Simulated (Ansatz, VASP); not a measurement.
# La4Ge3S12 (La4Ge3S12 (R3c)): VASP beside Ansatz, part 2 of 2

Aim: how closely do two programs agree when they are given the same cell, functional and k mesh? The structure shown is the start of the Ansatz relaxation below; VASP solves that cell, so the two are compared at the walk's first step.

VASP 6.6.1 and Ansatz 0.2.0.

So far: The starting structure; Ansatz: relaxation, PBEsol.

### 3. VASP: single point, PBEsol, start cell

Level of this step: PBEsol; plane waves and PAW (La, Ge_d, S) (VASP).

The same cell, functional, mesh and smearing now go to VASP, with its own data sets.

Lines of VASP's logs that name or quote its potential files are left out, and so is its time.

File INCAR:

```
SYSTEM = La4Ge3S12
PREC = Accurate
ENCUT = 410
EDIFF = 1E-06
NELM = 200
ISMEAR = -1
SIGMA = 0.01
LREAL = Auto
ALGO = Normal
GGA = PS
NBANDS = 184
LASPH = .TRUE.
LORBIT = 11
LWAVE = .FALSE.
LCHARG = .FALSE.
ISIF = 2
GGA_COMPAT = .FALSE.
EFERMI = MIDGAP
LMAXMIX = 6
KPAR = 4
```

File POSCAR:

```
La4Ge3S12
1.0
    9.7916970000      5.6532390000      2.7118330000
   -9.7916970000      5.6532390000      2.7118330000
    0.0000000000    -11.3064780000      2.7118340000
La Ge S
8 6 24
Direct
    0.0281115296      0.7940139658      0.5692755863
    0.2940139361      0.5281115593      0.0692755863
    0.5281115296      0.0692755930      0.2940139590
    0.0692755633      0.2940139658      0.5281115525
    0.0015861173      0.0015861470      0.0015861402
    0.7940139361      0.5692755930      0.0281115525
    0.5692755634      0.0281115593      0.7940139590
    0.5015861173      0.5015861470      0.5015861402
    0.0341526566      0.6468991210      0.8599661684
    0.1468990913      0.5341526863      0.3599661684
    0.8599661455      0.0341526863      0.6468991142
    0.5341526566      0.3599661752      0.1468991143
    0.6468990913      0.8599661752      0.0341526795
    0.3599661455      0.1468991210      0.5341526795
    0.1268326435      0.3148097707      0.3116118418
    0.3148097410      0.3116118486      0.1268326664
    0.9211003135      0.3785901567      0.6531721075
    0.3116118189      0.1268326732      0.3148097639
    0.2024520035      0.8860772995      0.9157582638
    0.8116118189      0.8148097707      0.6268326664
    0.8785901270      0.4211003432      0.1531721075
    0.1841323388      0.7173479587      0.1128107110
    0.4211003135      0.1531721143      0.8785901499
    0.6841323388      0.6128107178      0.2173479519
    0.9157582409      0.2024520332      0.8860772927
    0.7173479290      0.1128107178      0.1841323617
    0.8148097410      0.6268326732      0.8116118418
    0.7024520035      0.4157582706      0.3860772927
    0.3860772698      0.7024520332      0.4157582638
    0.8860772698      0.9157582706      0.2024520264
    0.1128106881      0.1841323685      0.7173479519
    0.6268326435      0.8116118486      0.8148097639
    0.4157582409      0.3860772995      0.7024520264
    0.2173479290      0.6841323685      0.6128107110
    0.3785901270      0.6531721142      0.9211003364
    0.1531720845      0.8785901567      0.4211003364
    0.6128106881      0.2173479587      0.6841323617
    0.6531720846      0.9211003432      0.3785901499
```

File KPOINTS:

```
Automatic mesh
0
Gamma
4 4 4
0 0 0
```

Potentials, in the order of the species: La, Ge_d and S (PBE family, release 64).

Command:

```
$ mpirun -np 4 vasp_std
```

Numbers of over 12 decimals in the logs are rounded to 6 here.

What it wrote:

```text
[banner, memory and clock lines left out]
running    4 mpi-ranks, on    1 nodes
[...]
|                                                                             |
|               ----> ADVICE to this user running VASP <----                  |
|                                                                             |
|     You enforced a specific xc type in the INCAR file but a different       |
|     [... a line on the potential file left out ...]
|     I HOPE YOU KNOW WHAT YOU ARE DOING!                                     |
|                                                                             |

 LDA part: xc-table for (Slater+PW92), standard interpolation
 POSCAR, INCAR and KPOINTS ok, starting setup
[...]
entering main loop
       N       E                     dE             d eps       ncg     rms          rms(c)
DAV:   1     0.449809382053E+04    0.44981E+04   -0.96880E+04  5224   0.234E+03
DAV:   2     0.151107412241E+04   -0.29870E+04   -0.28404E+04  5224   0.719E+02
DAV:   3     0.279952815087E+03   -0.12311E+04   -0.11688E+04  5360   0.298E+02
DAV:   4    -0.138059353975E+03   -0.41801E+03   -0.39767E+03  7448   0.153E+02
[...]
DAV:  20    -0.229192621000E+03   -0.33960E-05   -0.23294E-05  3952   0.127E-02    0.415E-03
DAV:  21    -0.229192623846E+03   -0.28459E-05   -0.19682E-05  5480   0.113E-02    0.258E-03
DAV:  22    -0.229192624179E+03   -0.33301E-06   -0.50870E-06  3688   0.945E-03
   1 F= -.22919262E+03 E0= -.22919262E+03  d E =0.000000E+00
```

From OUTCAR (step 3):

```text
  Total      -11.2229179    -11.2229183    -11.4270417      0.0000000      0.0000007      0.0000000
  in kB      -19.9639655    -19.9639662    -20.3270726      0.0000000      0.0000012      0.0000000
  external PRESSURE =     -20.0850014 kB  Pullay stress =       0.0000000 kB

 POSITION                                       TOTAL-FORCE (eV/Angst)
 -----------------------------------------------------------------------------------
     -7.49948     -1.78883      3.77325         0.026532      0.007604     -0.014001
     -2.29221      3.86441      2.41733        -0.026532      0.007604     -0.014001
      4.49278      0.05291      2.41733         0.019851      0.019175     -0.014001
     -2.20057     -3.91732      2.41733         0.006680     -0.026779     -0.014001
     -0.00000     -0.00000      0.01290         0.000000     -0.000000      0.028048
      2.20057      7.38916      3.77325        -0.006680     -0.026779     -0.014001
      5.29891     -5.60033      3.77325        -0.019851      0.019175     -0.014001
     -0.00000     -0.00000      4.08065         0.000000     -0.000000      0.028048
     -5.99983     -5.87304      4.17898        -0.017507      0.038401      0.003976
     -3.79187     -0.21980      2.82307         0.017507      0.038401      0.003976
      8.08612     -2.25948      4.17898        -0.024503     -0.034362      0.003976
      1.70558      3.39376      2.82307         0.024503     -0.034362      0.003976
     -2.08629      8.13252      4.17898         0.042010     -0.004039      0.003976
      2.08629     -3.17396      2.82307        -0.042010     -0.004039      0.003976
[...]
-----------------------------------------------------------------------------------
    total drift:                                0.002978     -0.000021     -0.014112

  FREE ENERGIE OF THE ION-ELECTRON SYSTEM (eV)
  ---------------------------------------------------
  free  energy   TOTEN  =      -229.1926241788 eV

  energy  without entropy=     -229.1926241788  energy(sigma->0) =     -229.19262418

[... 3 further parts left out ...]
[key lines of the parts left out:]
E-fermi :   5.7430
```

The run ends at a pressure of -2.01 GPa, with forces up to 0.26 eV/Å.

### 4. Comparison

Known differences besides the potentials themselves: the cutoff is 420 eV in Ansatz and 410 eV in VASP (PREC = Accurate, projectors in real space); Ansatz makes its cores anew for this functional, VASP keeps those of its PBE data sets. Total energies have different zeros and are not compared.

Forces on 10 of the 38 atoms, those with the largest forces and the largest differences (eV/Å; atoms numbered as in POSCAR):

```
atom          Ansatz x, y, z            VASP x, y, z
 S17    0.187, 0.055, -0.214    0.166, 0.053, -0.192
 S21   -0.187, 0.055, -0.214   -0.166, 0.053, -0.192
 S23    0.141, 0.135, -0.214    0.129, 0.118, -0.192
 S28    0.104, -0.158, 0.124    0.089, -0.138, 0.107
 S30    0.188, -0.011, 0.124    0.164, -0.008, 0.107
 S32    0.032, 0.219, -0.060    0.029, 0.204, -0.055
 S33   -0.188, -0.011, 0.124   -0.164, -0.008, 0.107
 S35  -0.046, -0.190, -0.214  -0.038, -0.170, -0.192
 S36   0.046, -0.190, -0.214   0.038, -0.170, -0.192
 S38   -0.141, 0.135, -0.214   -0.129, 0.118, -0.192
```

The forces differ by 13 meV/Å r.m.s., which is 12.6 % of the r.m.s. force of 0.100 eV/Å (both taken over all components).

### 5. What came out

- r.m.s. force difference (single point, PBEsol, start cell): 13 meV/Å

The r.m.s. force difference is 13 meV/Å (single point, PBEsol, start cell), beyond the 12 meV/Å picked in this series as the mark of a large difference. What causes the difference of the single point, PBEsol, start cell pair stays open here. How closely two codes agree says nothing of how well the functional describes the real material.

[Lines on the potential files, build, host, timing and source positions are cut from VASP's logs without a mark.]

[Logs are printed without paths, hosts, clocks, repeated set-up lines and the standing remarks that a program may print on its own settings, such as how far it seeks lower states.]

[Hosts, paths, dates, database ids (printed as entryN), source tags and the programs' standing remarks are cut or masked in the printed files.]
